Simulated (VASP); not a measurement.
An input for Ansatz (written as the equivalent of a VASP run, and not itself run):

Ansatz 0.2 input:
```yaml
crystal:
  lattice:
    - [0.0000000, 2.2915335, 2.2915335]
    - [2.2915335, 0.0000000, 2.2915335]
    - [2.2915335, 2.2915335, 0.0000000]
  atoms:
    - { symbol: Li, position: [0.2500000, 0.2500000, 0.2500000] }
    - { symbol: Li, position: [0.7500000, 0.7500000, 0.7500000] }
    - { symbol: O, position: [0.0000000, 0.0000000, 0.0000000] }
kpoints:
  mp_grid: { grid: [8, 8, 8] }
hamiltonian:
  xc: pbesol
  pseudopotentials: { kind: paw }
scf:
  occupations: { method: gaussian, width: 0.05 }
  max_iter: 100
relax:
  max_steps: 40
  f_tol: 0.02
  cell: { p_target: 5 }
output: { forces: true, stress: true, eigenvalues: true }
```

Question: Translate this input to VASP (INCAR, KPOINTS, POSCAR, choice of POTCAR).

Answer: This is not unique; one that fits is 
File KPOINTS:
```
Automatic mesh
0
Gamma
8 8 8
0 0 0
```

File POSCAR:
```
Li2O
1
    0.0000000000     2.2915334605     2.2915334605
    2.2915334605     0.0000000000     2.2915334605
    2.2915334605     2.2915334605     0.0000000000
Li O
2 1
Direct
  0.2500000000   0.2500000000   0.2500000000
  0.7500000000   0.7500000000   0.7500000000
  0.0000000000   0.0000000000   0.0000000000
```

**INCAR**
```
# general
SYSTEM  = Li2O
PREC    = Accurate
ENCUT   = 620
LREAL   = .FALSE.
LASPH   = .TRUE.   # aspherical one-centre terms

# electronic loop
EDIFF   = 1E-6   # SCF stop (eV)
NELM    = 100   # most electronic steps
ALGO    = Normal   # blocked Davidson

# smearing
ISMEAR  = 0   # Gaussian
SIGMA   = 0.05   # width (eV)

# functional
GGA     = PS   # PBEsol

# ions
IBRION  = 2
NSW     = 40   # most ionic steps
ISIF    = 3   # ions, shape and volume
EDIFFG  = -0.02   # ionic stop
PSTRESS = 50   # kbar

# output
LWAVE   = .FALSE.
LCHARG  = .FALSE.
```

POTCAR, in this order: Li_sv O (PBE.64 set). Program: vasp_std.

Limits of the translation: each code has its own PAW files, so the cut-off isn't converted (ENCUT is set for VASP's; basis.ecutwfc is left out, and Ansatz then takes the one that its files recommend); Ansatz stops its SCF on the density residual and VASP on the energy change (EDIFF).

The compound is Li2O in the antifluorite structure. This run relaxes it under an external pressure of 5 GPa. Symmetry was kept, so distortions that lower it aren't found.
